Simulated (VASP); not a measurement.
The system is Si2P.

```xyz
6
Lattice="3.7873 0.0000 0.0000 0.0000 3.7873 0.0000 0.0000 0.0000 6.3084" Properties=species:S:1:pos:R:3 pbc="T T T"
Si    0.0000    0.0000    0.0000
Si    1.8936    1.8936    0.0000
Si    1.8936    0.0000    4.2266
Si    0.0000    1.8936    2.0818
P     1.8936    0.0000    1.6717
P     0.0000    1.8936    4.6367
```

The cell was built by a generator and needn't be a form met in nature.

```yaml
Program: VASP 6.6.1
Task: relaxation of cell and atoms
Functional: PBE
Potentials_or_basis: VASP PAW PBE potentials, release 64 (Si, P)
Cutoff: 520 eV
k_mesh: 5 × 5 × 3
Occupations: gaussian, width 0.15 eV
Spin: no spin polarisation
```

At the start: pressure 2.9 GPa; volume 15.08 Å³/atom.

Problem. How do energy, volume and symmetry change on relaxing?

Solution. Over 17 steps the energy falls by 265.2 meV/atom and the volume is 16.47 Å³/atom (+9.2 %); space group P4/nmm (No. 129, to 0.05 Å).

Step by step:
| step | energy change (eV) | largest force (eV/Å) | pressure (GPa) | volume (Å³) |
| --- | --- | --- | --- | --- |
| 1 | 0.0000 | 1.8537 | 2.93 | 90.48 |
| 2 | -0.4340 | 1.4186 | -1.17 | 94.11 |
| 3 | -0.6858 | 0.9701 | -4.83 | 97.85 |
| 4 | -0.7680 | 0.2692 | -9.35 | 105.40 |
| 5 | -0.8087 | 0.4290 | -8.14 | 102.81 |
| 6 | -1.0641 | 0.3106 | -6.85 | 100.40 |
| 7 | -1.3999 | 0.4246 | 1.89 | 92.94 |
| 8 | -1.4878 | 0.2445 | 1.42 | 93.52 |
| 9 | -1.5445 | 0.2675 | 2.22 | 94.91 |
| 10 | -1.5471 | 0.2284 | 1.85 | 94.74 |
| 11 | -1.5670 | 0.2617 | -0.16 | 97.22 |
| 12 | -1.5673 | 0.2700 | -0.87 | 98.04 |
| 13 | -1.5808 | 0.1915 | -0.95 | 98.71 |
| 14 | -1.5879 | 0.0947 | -0.74 | 99.99 |
| 15 | -1.5885 | 0.1165 | -0.90 | 99.72 |
| 16 | -1.5890 | 0.0942 | 0.94 | 98.01 |
| 17 | -1.5915 | 0.0651 | 0.13 | 98.80 |

Final structure:
```
CELL_PARAMETERS angstrom
3.42991 0.00000 0.00000
0.00000 3.42991 0.00000
0.00000 0.00000 8.39843
ATOMIC_POSITIONS crystal
Si 0.00000 0.00000 0.00000
Si 0.50000 0.50000 0.00000
Si 0.50000 0.00000 0.65086
Si 0.00000 0.50000 0.34914
P 0.50000 0.00000 0.36089
P 0.00000 0.50000 0.63911
```

Caveat: this functional lacks dispersion, which binds the layers, so the pressure and a relaxed spacing across them are unreliable.
